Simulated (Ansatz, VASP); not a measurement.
# Cross-check of SiO2 (Quartz) between VASP and Ansatz, part 3 of 3

One calculation is typed for both programs; each brings its own data sets and cutoff. How far apart do they land? The cell is taken from a series of VASP runs on this material, whose earlier steps may have relaxed, scaled or displaced it; both programs get it as it stands.

VASP 6.6.1 and Ansatz 0.2.0.

So far. Step 6 (VASP: band structure, PBE): The run ends at a pressure of 5.90 GPa, with forces up to 0.31 eV/Å. Step 9 (VASP: band structure, r2SCAN): The run ends at a pressure of 0.55 GPa, with forces up to 0.046 eV/Å.

### 10. Ansatz: band structure, r2SCAN

Level of this step: Ansatz beside VASP: Kohn-Sham DFT, plane waves, r2SCAN (Ansatz).

The same cell, functional, mesh and smearing now go to Ansatz, which takes its cutoff from its data sets.

The cell is taken from a series of VASP runs on this material, whose earlier steps may have relaxed, scaled or displaced it; both programs get it as it stands.

input.yaml reads:

```yaml
crystal:
  lattice:
    - [4.9158, 0.0, 0.0]
    - [-2.4579, 4.2572076799, 0.0]
    - [0.0, 0.0, 5.4091]
  atoms:
    - { symbol: Si, position: [0.4692648135, 0.4692648135, 0.0] }
    - { symbol: Si, position: [0.0, 0.5307351865, 0.6666666667] }
    - { symbol: Si, position: [0.5307351865, 0.0, 0.3333333333] }
    - { symbol: O, position: [0.8553402672, 0.2683029818, 0.4517397088] }
    - { symbol: O, position: [0.7316970182, 0.5870372854, 0.7850730422] }
    - { symbol: O, position: [0.4129627146, 0.1446597328, 0.1184063755] }
    - { symbol: O, position: [0.2683029818, 0.8553402672, 0.5482602912] }
    - { symbol: O, position: [0.5870372854, 0.7316970182, 0.2149269578] }
    - { symbol: O, position: [0.1446597328, 0.4129627146, 0.8815936245] }
hamiltonian:
  xc: r2scan
  pseudopotentials: { kind: paw }
kpoints:
  mp_grid: { grid: [6, 6, 4] }
  band_path:
    path:
      - [0.0, 0.0, 0.0]
      - [0.14286, 0.0, 0.0]
      - [0.28571, 0.0, 0.0]
      - [0.5, 0.0, 0.0]
      - [0.47619, 0.04762, 0.0]
      - [0.40476, 0.19048, 0.0]
      - [0.35714, 0.28571, 0.0]
      - [0.33333, 0.33333, 0.0]
      - [0.28571, 0.28571, 0.0]
      - [0.19048, 0.19048, 0.0]
      - [0.04762, 0.04762, 0.0]
      - [0.0, 0.0, 0.0]
      - [0.0, 0.0, 0.14286]
      - [0.0, 0.0, 0.35714]
      - [0.0, 0.0, 0.5]
      - [0.14286, 0.0, 0.5]
      - [0.28571, 0.0, 0.5]
      - [0.5, 0.0, 0.5]
      - [0.47619, 0.04762, 0.5]
      - [0.40476, 0.19048, 0.5]
      - [0.35714, 0.28571, 0.5]
      - [0.33333, 0.33333, 0.5]
      - [0.19048, 0.19048, 0.5]
      - [0.09524, 0.09524, 0.5]
      - [0.5, 0.0, 0.5]
      - [0.5, 0.0, 0.35714]
      - [0.5, 0.0, 0.14286]
      - [0.5, 0.0, 0.0]
      - [0.33333, 0.33333, 0.14286]
      - [0.33333, 0.33333, 0.28571]
      - [0.33333, 0.33333, 0.5]
    npoints: 1
scf:
  occupations: { method: gaussian, width: 0.03 }
  n_extra_bands: 10
output:
  forces: true
  stress: true
  eigenvalues: true
  write_density: true
  write_potential: true
  elf: true
  volumetric_format: npy
```

Run with:

```
$ ansatz run input.yaml --threads 4 --pin off --max-ram 9216MiB --backend cpu --events-out ev --progress --plain --runs-dir out
```

Numbers of over 12 decimals in the logs are rounded to 6 here.

Output:

```text
[...]
Crystal: 9 atoms, lattice volume = 113.199 Å³
Basis set: ecut = 500 eV, 2869 PW (Γ), exchange–correlation on 144×144×160 points (64 copies of the dense FFT grid, shifted against one another)
Bands: 34, of which v1, the nominal top of the filled ones, is band 24 counted from 1 (23 counted from 0)
Symmetry: 6 space group operations
[...]
k-point 0: bands = [... 20 lower, 1.0434, 1.3644, 1.7618, 1.7618, 8.6965, 12.1824, 12.1824, 12.7004, ... 6 higher]
  k-point 1: bands = [... 20 lower, 0.9780, 1.5193, 1.8460, 1.9723, 9.3070, 12.0322, 12.0617, 12.1392, ... 6 higher]
  k-point 2: bands = [... 20 lower, 0.8434, 1.8448, 1.8448, 1.9799, 10.7018, 10.7018, 11.8386, 12.7396, ... 6 higher]
  k-point 23: bands = [... 20 lower, 1.1251, 1.2988, 1.4845, 1.4845, 12.0629, 12.6025, 12.6025, 13.0225, ... 6 higher]
[key lines of the parts left out:]
SCF converged after 7 iterations
Free energy (F): -5340.288744 eV
Fermi energy:    5.383574 eV
P = ⅓ Tr σ = 0.8842 GPa (8.842 kbar)
```

Wall time 3.9 s (4 threads of Intel Xeon 6975P-C (Granite Rapids), shared host); peak memory 0.67 GiB; 15 s of CPU time.

### 11. Differences

What differs besides the data sets and the points named for the pairs above, as far as they apply: VASP keeps PBE cores, Ansatz makes them for the functional; the cutoff is 500 eV in Ansatz and 460 eV in VASP. Total energies have different zeros and are not compared.

The two programs side by side:

```
                                        quantity  Ansatz   VASP  difference
                                  pressure (GPa)    0.88   0.55       +0.33
pressure without Ansatz's Pulay correction (GPa)    0.82   0.55       +0.27
                   gap over the path points (eV)   6.626  6.627      -0.001
```

Forces (eV/Å; atoms numbered as in POSCAR):

```
atom          Ansatz x, y, z            VASP x, y, z
 Si1   -0.002, -0.004, 0.000   -0.012, -0.020, 0.000
 Si2    -0.002, 0.004, 0.000    -0.012, 0.020, 0.000
 Si3     0.005, 0.000, 0.000     0.023, 0.000, 0.000
  O4    0.035, 0.009, -0.030    0.031, 0.014, -0.031
  O5   -0.025, 0.026, -0.030   -0.028, 0.020, -0.031
  O6  -0.010, -0.035, -0.030  -0.003, -0.034, -0.031
  O7    -0.010, 0.035, 0.030    -0.003, 0.034, 0.031
  O8    0.035, -0.009, 0.030    0.031, -0.014, 0.031
  O9   -0.025, -0.026, 0.030   -0.028, -0.020, 0.031
```

Levels at points of the path, from each program's valence-band top (eV; 4 filled, then empty):

```
k (reciprocal lattice)                                    Ansatz                                      VASP
     0.000 0.000 0.000  -1.03 -0.71 -0.31 -0.31 6.63 10.11 10.11  -1.03 -0.71 -0.31 -0.31 6.63 10.09 10.09
     0.143 0.000 0.000  -1.02 -0.78 -0.27 -0.24 6.95 10.11 10.17  -1.02 -0.78 -0.27 -0.24 6.95 10.09 10.15
     0.286 0.000 0.000  -1.02 -0.85 -0.24 -0.12 7.77 10.16 10.26  -1.02 -0.85 -0.24 -0.12 7.77 10.15 10.24
     0.500 0.000 0.000   -1.04 -0.78 -0.27 -0.04 9.00 9.73 10.54   -1.05 -0.79 -0.27 -0.04 8.99 9.73 10.52
     0.476 0.048 0.000   -1.05 -0.77 -0.28 -0.04 9.01 9.74 10.55   -1.05 -0.77 -0.28 -0.04 9.01 9.74 10.54
     0.405 0.190 0.000   -1.12 -0.60 -0.33 -0.01 9.24 9.81 10.39   -1.12 -0.61 -0.33 -0.01 9.24 9.81 10.38
     0.357 0.286 0.000    -1.19 -0.49 -0.40 0.00 9.51 9.78 10.22    -1.20 -0.49 -0.40 0.00 9.50 9.78 10.23
     0.333 0.333 0.000    -1.23 -0.44 -0.44 0.00 9.67 9.67 10.20    -1.24 -0.44 -0.44 0.00 9.66 9.66 10.21
     0.286 0.286 0.000   -1.14 -0.55 -0.36 -0.01 9.23 9.99 10.24   -1.15 -0.55 -0.36 -0.01 9.23 9.99 10.24
     0.190 0.190 0.000  -0.97 -0.82 -0.26 -0.08 8.08 10.20 10.36  -0.97 -0.82 -0.26 -0.08 8.08 10.19 10.34
```

The forces differ by 7.0 meV/Å r.m.s., which is 30.2 % of the r.m.s. force of 0.02 eV/Å (both taken over all components). Among the levels compared at these points, filled levels agree within 7 meV and empty ones within 23 meV. Ansatz's pressure holds a Pulay correction of 0.06 GPa; VASP's holds none.

### 12. What came out

```json
{
  "r.m.s. force difference (band structure, LDA)": "13 meV/Å",
  "difference in gap over the path points (band structure, PBE)": "-0.0030 eV",
  "r.m.s. force difference (band structure, PBE)": "6.1 meV/Å",
  "difference in gap over the path points (band structure, r2SCAN)": "-0.0014 eV",
  "r.m.s. force difference (band structure, r2SCAN)": "7.0 meV/Å"
}
```

**Reading.** The r.m.s. force difference is 13 meV/Å (band structure, LDA), beyond the 12 meV/Å picked in this series as the mark of a large difference. Band structure, LDA, cores kept as stored: r.m.s. force difference goes from 13 to 6.5 meV/Å; the difference in pressure goes from -0.078 to 0.44 GPa; the difference in gap over the path points goes from -0.0025 to 0.0021 eV; the difference in pressure without Ansatz's Pulay correction goes from -0.91 to -0.33 GPa. Band structure, LDA, Ansatz's larger PAW set (cutoff 900 eV): the difference in pressure goes from -0.078 to -0.0049 GPa; the difference in gap over the path points goes from -0.0025 to 0.0084 eV; the difference in pressure without Ansatz's Pulay correction goes from -0.91 to -0.10 GPa. Band structure, LDA, norm-conserving potentials (cutoff 1143 eV): r.m.s. force difference goes from 13 to 64 meV/Å; the difference in pressure goes from -0.078 to -1.7 GPa; the difference in gap over the path points goes from -0.0025 to 0.050 eV. 2 further runs of this series are not shown here. Such differences can come from data sets, numerical settings and the points named under the comparisons, not from the functional's error against experiment.

[Lines on the potential files, build, host, timing and source positions are cut from VASP's logs without a mark.]

[Logs are printed without paths, hosts, clocks, repeated set-up lines and the standing remarks that a program may print on its own settings, such as how far it seeks lower states.]

[Hosts, paths, dates, database ids (printed as entryN), source tags and the programs' standing remarks are cut or masked in the printed files.]
